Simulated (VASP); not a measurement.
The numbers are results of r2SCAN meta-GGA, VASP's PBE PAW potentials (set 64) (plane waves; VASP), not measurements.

Input for VASP

POSCAR:
```
MgS(110) slab
1
    3.6719786496     0.0000000000     0.0000000000
    0.0000000000     5.1929623772     0.0000000000
    0.0000000000     0.0000000000    25.9956361124
Mg S
6 6
Direct
  0.0000000000   0.0000000000   0.3336756991
  0.5000000000   0.5000000000   0.3860309423
  0.0000000000   0.0000000000   0.4692235550
  0.5000000000   0.5000000000   0.5307764450
  0.0000000000   0.0000000000   0.6139690577
  0.5000000000   0.5000000000   0.6663243009
  0.5000000000   0.0000000000   0.3951732308
  0.0000000000   0.5000000000   0.3206265867
  0.5000000000   0.0000000000   0.5366703262
  0.0000000000   0.5000000000   0.4633296738
  0.5000000000   0.0000000000   0.6793734133
  0.0000000000   0.5000000000   0.6048267692
```

**INCAR**
```
NELM=100   # most electronic steps
SIGMA=0.05
LMIXTAU=.TRUE.
METAGGA=R2SCAN
LVHAR=.TRUE.
LWAVE=.FALSE.
LCHARG=.FALSE.
SYSTEM=MgS(110) slab
LASPH=.TRUE.   # aspherical one-centre terms
ENCUT=400   # plane-wave cut-off (eV)
IDIPOL=3
LREAL=.FALSE.   # projection in real space or not
NELMIN=4
LORBIT=11
ALGO=Normal   # blocked Davidson
DIPOL=0.5 0.5 0.5
LDIPOL=.TRUE.
PREC=Normal
ISMEAR=0
EDIFF=1E-6   # SCF stop (eV)
```

### KPOINTS
```
Automatic mesh
0
Gamma
6 4 1
0 0 0
```

POTCAR, in this order: Mg S (PBE.64 set). Program: vasp_std. Read from the step before: WAVECAR.

Output of the run:

OUTCAR:
```
 ion  position               nearest neighbor table
   1  0.000  0.000  0.334-   7 2.43   7 2.43   8 2.62   8 2.62   2 3.46   2 3.46   2 3.46   2 3.46
                             3 3.52
   2  0.500  0.500  0.386-   8 2.50   8 2.50   7 2.61   7 2.61  10 2.72  10 2.72   1 3.46   1 3.46
                             1 3.46   1 3.46
   3  0.000  0.000  0.469-   9 2.54   9 2.54  10 2.60  10 2.60   7 2.66   7 2.66   1 3.52   4 3.56
                             4 3.56   4 3.56   4 3.56
   4  0.500  0.500  0.531-  10 2.54  10 2.54   9 2.60   9 2.60  12 2.66  12 2.66   6 3.52   3 3.56
                             3 3.56   3 3.56   3 3.56
   5  0.000  0.000  0.614-  11 2.50  11 2.50  12 2.61  12 2.61   9 2.72   9 2.72   6 3.46   6 3.46
                             6 3.46   6 3.46
   6  0.500  0.500  0.666-  12 2.43  12 2.43  11 2.62  11 2.62   5 3.46   5 3.46   5 3.46   5 3.46
                             4 3.52
   7  0.500  0.000  0.395-   1 2.43   1 2.43   2 2.61   2 2.61   3 2.66   3 2.66
   8  0.000  0.500  0.321-   2 2.50   2 2.50   1 2.62   1 2.62
   9  0.500  0.000  0.537-   3 2.54   3 2.54   4 2.60   4 2.60   5 2.72   5 2.72
  10  0.000  0.500  0.463-   4 2.54   4 2.54   3 2.60   3 2.60   2 2.72   2 2.72
  11  0.500  0.000  0.679-   5 2.50   5 2.50   6 2.62   6 2.62
  12  0.000  0.500  0.605-   6 2.43   6 2.43   5 2.61   5 2.61   4 2.66   4 2.66
  LATTYP: Found a simple orthorhombic cell.
 ALAT       =     3.6719786496
 B/A-ratio  =     1.4142136632
 C/A-ratio  =     7.0794627619
 Subroutine PRICEL returns:
 Original cell was already a primitive cell.
...
```

### OSZICAR
```
       N       E                     dE             d eps       ncg     rms          rms(c)
DAV:   1    -0.906096134620E+02   -0.90610E+02   -0.30190E-05   965   0.399E-02    0.633E-03
DAV:   2    -0.906096118200E+02    0.16420E-05   -0.13164E-05   779   0.226E-02    0.861E-03
DAV:   3    -0.906096071083E+02    0.47118E-05   -0.16391E-06   559   0.776E-03    0.746E-03
DAV:   4    -0.906096065057E+02    0.60251E-06   -0.10830E-06   496   0.960E-03
   1 F= -.90609607E+02 E0= -.90609607E+02  d E =-.311305E-13
```

### OUTCAR
```
------------------------ aborting loop because EDIFF is reached ----------------------------------------
  FORCE on cell =-STRESS in cart. coord.  units (eV):
  Direction    XX          YY          ZZ          XY          YZ          ZX
  --------------------------------------------------------------------------------------
  Total        4.8255407     -8.8139429     -0.0522728      0.0000000      0.0000000      0.0000000
  in kB       15.5969901    -28.4882022     -0.1689548      0.0000000      0.0000000      0.0000000
  external PRESSURE =      -4.3533890 kB  Pullay stress =       0.0000000 kB
  volume of cell :      495.70
      direct lattice vectors                 reciprocal lattice vectors
     3.671978650  0.000000000  0.000000000     0.272332738  0.000000000  0.000000000
     0.000000000  5.192962377  0.000000000     0.000000000  0.192568312  0.000000000
     0.000000000  0.000000000 25.995636112     0.000000000  0.000000000  0.038467995
 POSITION                                       TOTAL-FORCE (eV/Angst)
 -----------------------------------------------------------------------------------
      0.00000      0.00000      8.67411         0.000000      0.000000     -0.006251
      1.83599      2.59648     10.03512         0.000000      0.000000      0.013567
      0.00000      0.00000     12.19776         0.000000      0.000000      0.022157
      1.83599      2.59648     13.79787         0.000000      0.000000     -0.022157
      0.00000      0.00000     15.96052         0.000000      0.000000     -0.013567
      1.83599      2.59648     17.32152         0.000000      0.000000      0.006251
      1.83599      0.00000     10.27278         0.000000      0.000000     -0.016554
      0.00000      2.59648      8.33489         0.000000      0.000000      0.002763
      1.83599      0.00000     13.95109         0.000000      0.000000     -0.008412
      0.00000      2.59648     12.04455         0.000000      0.000000      0.008412
      1.83599      0.00000     17.66074         0.000000      0.000000     -0.002763
      0.00000      2.59648     15.72286         0.000000      0.000000      0.016554
 -----------------------------------------------------------------------------------
    total drift:                                0.000000     -0.000000      0.000000
  FREE ENERGIE OF THE ION-ELECTRON SYSTEM (eV)
  ---------------------------------------------------
  free  energy   TOTEN  =       -90.6096065057 eV

  energy  without entropy=      -90.6096065057  energy(sigma->0) =      -90.60960651

 total charge

# of ion       s       p       d       tot
------------------------------------------
    1        0.138   0.120   0.033   0.291
    2        0.133   0.130   0.038   0.301
    3        0.127   0.125   0.038   0.289
    4        0.127   0.125   0.038   0.289
    5        0.133   0.130   0.038   0.301
    6        0.138   0.120   0.033   0.291
    7        1.304   2.554   0.000   3.858
    8        1.304   2.468   0.000   3.772
    9        1.302   2.533   0.000   3.834
   10        1.302   2.533   0.000   3.834
   11        1.304   2.468   0.000   3.772
   12        1.304   2.554   0.000   3.858
--------------------------------------------------
tot          8.614  15.858   0.217  24.690
```
(Selected blocks of OUTCAR.)

File OUTCAR:
```
 val. band max:       -1.3284486575   @ k =   0.0000   0.0000   0.0000

 cond. band min:       1.0359335980   @ k =   0.0000   0.0000   0.0000


 Fermi energy:        -1.0798406616

 k-point     1 :       0.0000    0.0000    0.0000
  band No.  band energies     occupation
      1     -14.9689      2.00000
      2     -14.6654      2.00000
      3     -13.8627      2.00000
      4     -13.2896      2.00000
      5     -12.8997      2.00000
      6     -12.8932      2.00000
      7      -5.9515      2.00000
      8      -5.4928      2.00000
      9      -5.4585      2.00000
     10      -5.1727      2.00000
     11      -4.5462      2.00000
     12      -4.4656      2.00000
     13      -3.8361      2.00000
     14      -3.5761      2.00000
     15      -3.4136      2.00000
     16      -3.3730      2.00000
     17      -2.7565      2.00000
     18      -2.6476      2.00000
     19      -2.5599      2.00000
     20      -2.3544      2.00000
     21      -2.0522      2.00000
     22      -1.8777      2.00000
     23      -1.3325      2.00000
     24      -1.3284      2.00000
     25       1.0359      0.00000
     26       1.1494      0.00000
     27       2.3216      0.00000
     28       3.1032      0.00000
     29       3.4946      0.00000
     30       3.8439      0.00000
     31       3.9597      0.00000

 k-point     2 :       0.1667    0.0000    0.0000
  band No.  band energies     occupation
      1     -14.7973      2.00000
      2     -14.5187      2.00000
      3     -13.7588      2.00000
      4     -13.2548      2.00000
      5     -12.8295      2.00000
      6     -12.8287      2.00000
      7      -5.7262      2.00000
      8      -5.4437      2.00000
      9      -5.2522      2.00000
     10      -5.1970      2.00000
     11      -4.5564      2.00000
     12      -4.4865      2.00000
     13      -4.3002      2.00000
     14      -3.9690      2.00000
     15      -3.8622      2.00000
     16      -3.3300      2.00000
     17      -3.0934      2.00000
...
```

The cell is a thin slab with vacuum, built from MgS (rock salt): (110) face.
